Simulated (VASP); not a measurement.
Consider the following.

```
CuZn
1.0
    2.86405     0.00000     0.00000
    0.00000     2.86405     0.00000
    0.00000     0.00000     2.86405
Zn Cu
1 1
Direct
  0.50000   0.50000   0.50000
  0.00000   0.00000   0.00000
```

These are PBE GGA with D4 dispersion, VASP's PBE PAW potentials (set 64) (plane waves; VASP) values and carry that method's errors. Numerical set-up: 520 eV cut-off, 12×12×12 Γ-centred mesh, first-order Methfessel-Paxton smearing of 0.10 eV, potentials Zn Cu.

### Question
The job: CuZn (CsCl type), 2 atoms, PBE-D4, static run, 520 eV, 12×12×12 Γ-centred mesh. Roughly how much core time does it take on a busy server core?

### Answer
About 10 core-seconds (one run on a shared machine, a rough figure). It had 84 irreducible k-points, 15 bands, up to 648 plane waves and 14 electronic steps.

The compound is CuZn in the CsCl type structure. This cell is one point of a volume scan, at 0.94 of the reference volume.
